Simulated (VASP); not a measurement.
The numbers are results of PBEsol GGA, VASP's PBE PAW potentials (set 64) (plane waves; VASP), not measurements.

VASP ran on this input.

File KPOINTS:
```
Automatic mesh
0
Gamma
11 11 6
0 0 0
```

INCAR:
```
SYSTEM=Tb
PREC=Accurate; ENCUT=400; LREAL=.False.
LASPH=.True.
EDIFF=1E-6; NELM=100; ALGO=Normal
LMAXMIX=6
ISMEAR=1; SIGMA=0.1
GGA=PS
IBRION=2; NSW=60; ISIF=3
EDIFFG=-0.01
LWAVE=.False.; LCHARG=.False.
```

**POSCAR**
```
Tb
1.0
  1.7800237004  -3.0830910493   0.0000000000
  1.7800237004   3.0830910493   0.0000000000
  0.0000000000   0.0000000000   5.5651245623
Tb
2
Cart
  1.7800237004   1.0276990718   1.3912811406
  1.7800237004  -1.0276990718   4.1738434217
```

POTCAR, in this order: Tb_3 (PBE.64 set). Program: vasp_std.

Output of the run:

OUTCAR:
```
 ion  position               nearest neighbor table
   1  0.333  0.667  0.250-   2 3.46   2 3.46   2 3.46   2 3.46   2 3.46   2 3.46
   2  0.667  0.333  0.750-   1 3.46   1 3.46   1 3.46   1 3.46   1 3.46   1 3.46
  LATTYP: Found a hexagonal cell.
 ALAT       =     3.5600470211
 C/A-ratio  =     1.5632165894
 Subroutine PRICEL returns:
 Original cell was already a primitive cell.
 Subroutine GETGRP returns: Found 24 space group operations
The static configuration has the point symmetry D_3d.
 The point group associated with its full space group is D_6h.
The dynamic configuration has the point symmetry D_3d.
 Subroutine INISYM returns: Found 24 space group operations
 Subroutine IBZKPT returns following result:
 Found     64 irreducible k-points:

 Following reciprocal coordinates:
            Coordinates               Weight
  0.000000  0.000000  0.000000      1.000000
  0.090909 -0.000000  0.000000      6.000000
  0.181818  0.000000  0.000000      6.000000
  0.272727  0.000000  0.000000      6.000000
  0.363636 -0.000000  0.000000      6.000000
  0.454545  0.000000  0.000000      6.000000
  0.090909  0.090909  0.000000      6.000000
  0.181818  0.090909  0.000000     12.000000
  0.272727  0.090909  0.000000     12.000000
  0.363636  0.090909  0.000000     12.000000
  0.454545  0.090909  0.000000      6.000000
  0.181818  0.181818  0.000000      6.000000
  0.272727  0.181818  0.000000     12.000000
  0.363636  0.181818  0.000000     12.000000
  0.272727  0.272727  0.000000      6.000000
  0.363636  0.272727  0.000000      6.000000
  0.000000  0.000000  0.166667      2.000000
  0.090909 -0.000000  0.166667     12.000000
  0.181818  0.000000  0.166667     12.000000
  0.272727  0.000000  0.166667     12.000000
  0.363636 -0.000000  0.166667     12.000000
  0.454545  0.000000  0.166667     12.000000
  0.090909  0.090909  0.166667     12.000000
  0.181818  0.090909  0.166667     24.000000
  0.272727  0.090909  0.166667     24.000000
  0.363636  0.090909  0.166667     24.000000
  0.454545  0.090909  0.166667     12.000000
  0.181818  0.181818  0.166667     12.000000
  0.272727  0.181818  0.166667     24.000000
  0.363636  0.181818  0.166667     24.000000
  0.272727  0.272727  0.166667     12.000000
  0.363636  0.272727  0.166667     12.000000
  0.000000  0.000000  0.333333      2.000000
  0.090909 -0.000000  0.333333     12.000000
  0.181818  0.000000  0.333333     12.000000
  0.272727  0.000000  0.333333     12.000000
  0.363636 -0.000000  0.333333     12.000000
  0.454545  0.000000  0.333333     12.000000
  0.090909  0.090909  0.333333     12.000000
  0.181818  0.090909  0.333333     24.000000
   k-points           NKPTS =     64   k-points in BZ     NKDIM =     64   number of bands    NBANDS=     13
   number of dos      NEDOS =    301   number of ions     NIONS =      2
   total plane-waves  NPLWV =  20736
   dimension x,y,z NGX =    24 NGY =   24 NGZ =   36
   dimension x,y,z NGXF=    48 NGYF=   48 NGZF=   72
   ions per type =               2
   PREC   = accura    normal or accurate (medium, high low for compatibility)
   ISTART =      0    job   : 0-new  1-cont  2-samecut
   ICHARG =      2    charge: 1-file 2-atom 10-const
   ISPIN  =      1    spin polarized calculation?
   LNONCOLLINEAR =      F non collinear calculations
   LSORBIT =      F    spin-orbit coupling
   INIWAV =      1    electr: 0-lowe 1-rand  2-diag
   ENCUT  =  400.0 eV  29.40 Ry    5.42 a.u.   5.81  5.81  9.08*2*pi/ulx,y,z
   NELM   =    100;   NELMIN=  2; NELMDL= -5     # of ELM steps
   EDIFF  = 0.1E-05   stopping-criterion for ELM
   LREAL  =      F    real-space projection
...
```

OSZICAR:
```
       N       E                     dE             d eps       ncg     rms          rms(c)
DAV:   1     0.356665979003E+02    0.35667E+02   -0.78854E+03  1672   0.102E+03
DAV:   2    -0.832585370854E+01   -0.43992E+02   -0.42765E+02  1874   0.225E+02
DAV:   3    -0.995486091095E+01   -0.16290E+01   -0.14412E+01  2183   0.270E+01
DAV:   4    -0.998554272271E+01   -0.30682E-01   -0.30345E-01  1895   0.388E+00
DAV:   5    -0.998641013237E+01   -0.86741E-03   -0.86627E-03  2261   0.500E-01    0.243E+01
DAV:   6    -0.998126549005E+01    0.51446E-02   -0.24077E-02  1886   0.127E+00    0.145E+01
DAV:   7    -0.998738914568E+01   -0.61237E-02   -0.42834E-02  1937   0.170E+00    0.230E-01
DAV:   8    -0.998696535112E+01    0.42379E-03   -0.24590E-03  1909   0.405E-01    0.597E-02
DAV:   9    -0.998695927834E+01    0.60728E-05   -0.22432E-04  2039   0.119E-01    0.310E-02
DAV:  10    -0.998695477171E+01    0.45066E-05   -0.28421E-05  1889   0.400E-02    0.326E-02
DAV:  11    -0.998695473791E+01    0.33801E-07   -0.32842E-06  1854   0.141E-02
   1 F= -.99869547E+01 E0= -.99869571E+01  d E =-.998695E+01
```

**OUTCAR**
```
------------------------ aborting loop because EDIFF is reached ----------------------------------------
  FORCE on cell =-STRESS in cart. coord.  units (eV):
  Direction    XX          YY          ZZ          XY          YZ          ZX
  --------------------------------------------------------------------------------------
  Total       -0.0109589     -0.0109589     -0.0073170      0.0000000      0.0000000      0.0000000
  in kB       -0.2874482     -0.2874482     -0.1919219      0.0000000      0.0000000      0.0000000
  external PRESSURE =      -0.2556061 kB  Pullay stress =       0.0000000 kB
  volume of cell :       61.08
      direct lattice vectors                 reciprocal lattice vectors
     1.780023700 -3.083091049  0.000000000     0.280895136 -0.162174906  0.000000000
     1.780023700  3.083091049  0.000000000     0.280895136  0.162174906  0.000000000
     0.000000000  0.000000000  5.565124562     0.000000000  0.000000000  0.179690497
 POSITION                                       TOTAL-FORCE (eV/Angst)
 -----------------------------------------------------------------------------------
      1.78002      1.02770      1.39128         0.000000      0.000000      0.000000
      1.78002     -1.02770      4.17384        -0.000000     -0.000000      0.000000
 -----------------------------------------------------------------------------------
    total drift:                                0.000000      0.000105     -0.000010
  FREE ENERGIE OF THE ION-ELECTRON SYSTEM (eV)
  ---------------------------------------------------
  free  energy   TOTEN  =        -9.9869547379 eV

  energy  without entropy=       -9.9869617663  energy(sigma->0) =       -9.98695708

 reached required accuracy - stopping structural energy minimisation
```
(Selected blocks of OUTCAR.)

The 4f electrons are frozen in the core of the lanthanide potential, so 4f levels, which can set the real gap, and their magnetism are missing.

The compound is Tb in the hcp structure. It was relaxed first. The start is the result of an earlier pass.
